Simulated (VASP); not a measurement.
## BiSbSe: relaxation of cell and atoms with LDA

BiSbSe:

```
CELL_PARAMETERS angstrom
4.81662 0.00000 0.00000
-2.40831 4.17131 0.00000
0.00000 0.00000 4.70240
ATOMIC_POSITIONS crystal
Sb 0.66667 0.33333 0.50000
Bi 0.00000 0.00000 0.00000
Se 0.33333 0.66667 0.50000
```

The cell was built by a generator and needn't be a form met in nature.

```json
{
 "Program": "VASP 6.6.1",
 "Task": "relaxation of cell and atoms",
 "Functional": "LDA",
 "Potentials or basis": "VASP PAW LDA potentials, release 64 (Sb, Bi_d, Se)",
 "Cutoff": "600 eV",
 "k mesh": "7 × 7 × 6",
 "Occupations": "gaussian, width 0.05 eV",
 "Spin": "no spin polarisation",
 "Further INCAR settings": "ALGO = Normal; EDIFF = 1e-07; IBRION = 2; EDIFFG = -0.02; NSW = 60; ISIF = 3"
}
```

| Property | Result |
| --- | --- |
| Relaxed volume | 25.17 Å³/atom |
| Relaxed cell | a = 4.986 Å, b = 4.986 Å, c = 3.508 Å, α = 90.00°, β = 90.00°, γ = 120.00° |
| Space group after relaxing (to 0.05 Å) | P-6m2 (No. 187) |
| Energy gained by relaxing | 302.5 meV/atom |
| Ionic steps | 13 |
| Pressure after relaxing | 0.0 GPa |
| Band gap on the k mesh | none (metal or under the smearing width) |

Stress tensor (GPa, compression positive):
```
 0.05  0.00  0.00
 0.00  0.05  0.00
 0.00  0.00 -0.11
```

The path:
```tsv
step	energy change (eV)	largest force (eV/Å)	pressure (GPa)	volume (Å³)
1	0.0000	0.0000	-4.56	94.48
2	-0.3381	0.0000	0.36	82.66
3	-0.3696	0.0000	2.46	79.48
4	-0.6233	0.0000	2.12	77.21
5	-0.7386	0.0000	8.82	67.76
6	-0.7949	0.0000	4.88	70.66
7	-0.8579	0.0000	2.02	74.21
8	-0.8707	0.0000	3.24	72.19
9	-0.8857	0.0000	2.44	73.23
10	-0.8862	0.0000	2.63	72.94
11	-0.8990	0.0000	-1.46	77.27
12	-0.9070	0.0000	0.00	75.56
13	-0.9075	0.0000	-0.01	75.52
```

Final structure:
```
CELL_PARAMETERS angstrom
4.98588 0.00000 0.00000
-2.49294 4.31790 0.00000
0.00000 0.00000 3.50780
ATOMIC_POSITIONS crystal
Sb 0.66667 0.33333 0.50000
Bi 0.00000 0.00000 0.00000
Se 0.33333 0.66667 0.50000
```

Levels at points of the mesh, in eV from the Fermi level:
```tsv
k point	band 9	band 10	band 11	band 12	band 13	band 14	band 15	band 16	band 17
(0.00, 0.00, 0.00)	-4.36	-4.36	-3.26	-3.26	-1.56	2.57	4.05	5.23	5.28
(0.00, 0.00, 0.50)	-3.60	-3.60	-3.38	-1.92	-1.33	-0.25	-0.25	0.06	0.06
```

Run time: 5.4 min on 1 thread of Intel(R) Xeon(R) Platinum 8488C (Sapphire Rapids) (shared host), peak memory 0.25 GiB.

Caveat: the volume moved by over 15 % at a fixed basis, so the end points are rough; spin-orbit coupling is left out, which moves the levels of the heavy elements.
